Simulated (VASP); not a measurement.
```xyz
2
Lattice="0.0000 2.1650 2.1650 2.1650 0.0000 2.1650 2.1650 2.1650 0.0000" Properties=species:S:1:pos:R:3 pbc="T T T"
Ti     0.0000     0.0000     0.0000
C      2.1650     2.1650     2.1650
```

These are PBEsol GGA, VASP's PBE PAW potentials (set 64) (plane waves; VASP) values and carry that method's errors. Numerical set-up: 530 eV cut-off, 13×13×13 Γ-centred mesh, first-order Methfessel-Paxton smearing of 0.10 eV, potentials Ti_sv C.

Energy and stress use the plane-wave basis of the starting cell.

Q: The ions, cell shape and volume are relaxed. What does this cell relax into?

A: 
```xyz
2
Lattice="0.0000 2.1475 2.1475 2.1475 0.0000 2.1475 2.1475 2.1475 0.0000" Properties=species:S:1:pos:R:3 pbc="T T T"
Ti     0.0000     0.0000     0.0000
C      2.1475     2.1475     2.1475
```
Space group Fm-3m (225), at a tolerance of 0.03 Å.

Q: How do energy and volume change from the first to the last step?

A: The energy (σ→0) changes by -4.9 meV/atom and the volume by -2.4 %, in 3 ionic steps.

| step | E(σ→0) (eV) | max force (eV/Å) | pressure (GPa) | volume (Å³) |
|---|---|---|---|---|
| 1 | -19.7924 | 0.000 | -6.24 | 20.30 |
| 2 | -19.7836 | 0.000 | 9.37 | 19.16 |
| 3 | -19.8021 | 0.000 | -0.03 | 19.81 |

The compound is TiC in the rock salt structure. This run relaxes it. Symmetry was kept, so distortions that lower it aren't found.
